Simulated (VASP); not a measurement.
Input for VASP

File POSCAR:
```
SiC
1.0
  2.7599424413   0.0000000000   0.0000000000
 -1.3799712207   2.3901799230   0.0000000000
  0.0000000000   0.0000000000   4.6077949215
Si C
2 2
direct
  0.0000000000   0.0000000000   0.0000000000
  0.0000000000   0.0000000000   0.5000000000
  0.3333330000   0.6666670000   0.2500000000
  0.6666670000   0.3333330000   0.7500000000
```

**KPOINTS**
```
Regular mesh
0
gamma
13 13 7
0 0 0
```

INCAR:
```
SYSTEM=SiC
LASPH=.True.
ALGO=Normal   ! blocked Davidson
ENCUT=620   ! plane-wave cut-off (eV)
NSW=40   ! most ionic steps
LWAVE=.False.
SIGMA=0.1   ! width (eV)
ISMEAR=1
PREC=Accurate
GGA=PS   ! PBEsol
LREAL=.False.
NELM=100
IBRION=2   ! conjugate gradients
ISIF=3   ! ions, shape and volume
PSTRESS=300
LCHARG=.False.
EDIFF=1E-6   ! SCF stop (eV)
EDIFFG=-0.02
```

POTCAR, in this order: Si C (PBE.64 set). Program: vasp_std.

Translate this PBEsol calculation to Ansatz.

One equivalent input (not run):
Ansatz 0.2 input:
```yaml
crystal:
  lattice:
    - [2.7599424, 0.0000000, 0.0000000]
    - [-1.3799712, 2.3901799, 0.0000000]
    - [0.0000000, 0.0000000, 4.6077949]
  atoms:
    - { symbol: Si, position: [0.0000000, 0.0000000, 0.0000000] }
    - { symbol: Si, position: [0.0000000, 0.0000000, 0.5000000] }
    - { symbol: C, position: [0.3333330, 0.6666670, 0.2500000] }
    - { symbol: C, position: [0.6666670, 0.3333330, 0.7500000] }
kpoints:
  mp_grid: { grid: [13, 13, 7] }
hamiltonian:
  xc: pbesol
  pseudopotentials: { kind: paw }
scf:
  occupations: { method: methfessel_paxton, width: 0.1 }
  max_iter: 100
relax:
  max_steps: 40
  f_tol: 0.02
  cell: { p_target: 30 }
output: { forces: true, stress: true, eigenvalues: true }
```
What does not carry over: each code has its own PAW files, so the cut-off isn't converted (ENCUT is set for VASP's; basis.ecutwfc is left out, and Ansatz then takes the one that its files recommend); Ansatz stops its SCF on the density residual and VASP on the energy change (EDIFF).

The structure was generated: SiC was put into the NiAs type type (P6_3/mmc), which need not be its known phase. It was relaxed first under an external pressure of 30 GPa.
